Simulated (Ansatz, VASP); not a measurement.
## MnSe: VASP beside Ansatz

```xyz
2
Lattice="0.0000 2.7200 2.7200 2.7200 0.0000 2.7200 2.7200 2.7200 0.0000" Properties=species:S:1:pos:R:3 pbc="T T T"
Mn    0.0000    0.0000    0.0000
Se    2.7200    2.7200    2.7200
```

Alike in both runs: task single point; functional LDA; k mesh 11 × 11 × 11; occupations fermi-dirac, width 0.05 eV; collinear spin.

|  | VASP | Ansatz |
| --- | --- | --- |
| version | VASP 6.6.1 | Ansatz 0.2.0 |
| potentials or method | VASP PAW LDA potentials, release 64 (Mn_pv, Se) | plane waves, PAW |
| plane-wave cutoff (eV) | 520 | 420 |
| valence electrons in the cell | 19 | 31 |

Ansatz gave:

* gap on the k mesh at the Fermi level (eV): none
* net moment per atom (μB): 2.29
* size of the moment on the site where the two differ most (μB): 4.15

Question: Which values does VASP return?

Answer: gap on the k mesh at the Fermi level (eV): none; net moment per atom (μB): 2.25; size of the moment on the site where the two differ most (μB): 4.07.

Site moments also hang on the region over which each program counts them. A gap of «none» marks a metal or a gap that the smearing closes. The two sets of potentials don't hold the same shells in valence.

Caveats: a cell with one magnetic atom can't hold antiferromagnetic order, which such compounds often take; semilocal functionals often make such compounds metallic where correlation or magnetic order opens a gap, which also shifts bond lengths.
